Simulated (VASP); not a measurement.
Method: optB86b-vdW, VASP's PBE PAW potentials (set 64) (plane waves; VASP).

VASP ran on this input.

### KPOINTS
```
k-points along high-symmetry lines
15
Line-mode
Reciprocal
  0.000000   0.000000   0.000000 ! GAMMA
 -0.500000  -0.500000   0.000000 ! X

 -0.500000  -0.500000   0.000000 ! X
 -0.375000  -0.375000   0.250000 ! U

 -0.375000  -0.000000   0.375000 ! K
  0.000000   0.000000   0.000000 ! GAMMA

  0.000000   0.000000   0.000000 ! GAMMA
 -0.000000  -0.000000   0.500000 ! L

 -0.000000  -0.000000   0.500000 ! L
 -0.500000  -0.250000   0.250000 ! W

 -0.500000  -0.250000   0.250000 ! W
 -0.500000  -0.500000   0.000000 ! X
```

POSCAR:
```
BAs
1
   -0.0000000000     2.4044987796     2.4044987796
    2.4044987796    -0.0000000000     2.4044987796
    2.4044987796     2.4044987796     0.0000000000
B As
1 1
Direct
  0.0000000000   0.0000000000   0.0000000000
  0.2500000000   0.2500000000   0.2500000000
```

### INCAR
```
AGGAC  =  0.0
ALGO  =  Normal
EDIFF  =  1E-7
ENCUT  =  520
GGA  =  MK
ICHARG  =  11
ISMEAR  =  0
LASPH  =  .TRUE.
LCHARG  =  .FALSE.
LMAXMIX  =  4
LORBIT  =  11
LREAL  =  .FALSE.
LUSE_VDW  =  .TRUE.
LWAVE  =  .FALSE.
NELM  =  100
PARAM1  =  0.1234
PARAM2  =  1.0
PREC  =  Accurate
SIGMA  =  0.05
SYSTEM  =  BAs
```

POTCAR, in this order: B As (PBE.64 set). Program: vasp_std. Read from the step before: CHGCAR.

What VASP printed:

File OSZICAR:
```
       N       E                     dE             d eps       ncg     rms          rms(c)
DAV:   1     0.162994621482E+02    0.16299E+02   -0.39838E+03  1448   0.877E+02
DAV:   2    -0.699966170421E+01   -0.23299E+02   -0.22082E+02  2240   0.103E+02
DAV:   3    -0.733314802508E+01   -0.33349E+00   -0.33349E+00  1656   0.159E+01
DAV:   4    -0.733398386483E+01   -0.83584E-03   -0.83584E-03  2176   0.652E-01
DAV:   5    -0.733398431234E+01   -0.44751E-06   -0.44766E-06  1624   0.118E-02
DAV:   6    -0.733398431394E+01   -0.16018E-08   -0.16019E-08  2184   0.552E-04
   1 F= -.73339843E+01 E0= -.73339843E+01  d E =-.404633E-17
```

File OUTCAR:
```
 val. band max:        5.8615085430   @ k =   0.0000   0.0000   0.0000

 cond. band min:       7.0619631339   @ k =  -0.3929  -0.3929   0.0000



 k-point     1 :       0.0000    0.0000    0.0000
  band No.  band energies     occupation
      1      -9.3543      2.00000
      2       5.8615      2.00000
      3       5.8615      2.00000
      4       5.8615      2.00000
      5       9.1114      0.00000
      6       9.1114      0.00000
      7       9.1114      0.00000
      8      10.2895      0.00000

 k-point     2 :      -0.0357   -0.0357    0.0000
  band No.  band energies     occupation
      1      -9.3268      2.00000
      2       5.7111      2.00000
      3       5.7285      2.00000
      4       5.7285      2.00000
      5       9.0244      0.00000
      6       9.2742      0.00000
      7       9.2742      0.00000
      8      10.4388      0.00000

 k-point     3 :      -0.0714   -0.0714    0.0000
  band No.  band energies     occupation
      1      -9.2445      2.00000
      2       5.3045      2.00000
      3       5.3928      2.00000
      4       5.3928      2.00000
      5       8.8210      0.00000
      6       9.6990      0.00000
      7       9.6990      0.00000
      8      10.7823      0.00000

 k-point     4 :      -0.1071   -0.1071    0.0000
  band No.  band energies     occupation
      1      -9.1078      2.00000
      2       4.7282      2.00000
      3       4.9592      2.00000
      4       4.9592      2.00000
      5       8.5654      0.00000
      6      10.2793      0.00000
      7      10.2793      0.00000
      8      11.1477      0.00000

 k-point     5 :      -0.1429   -0.1429    0.0000
  band No.  band energies     occupation
      1      -8.9173      2.00000
      2       4.0525      2.00000
      3       4.4965      2.00000
      4       4.4965      2.00000
      5       8.2894      0.00000
      6      10.9445      0.00000
      7      10.9445      0.00000
      8      11.3651      0.00000
...
```

The density is held fixed in this step, so its total energy and stress have no physical meaning.

The compound is BAs in the zinc blende structure. It was relaxed first.
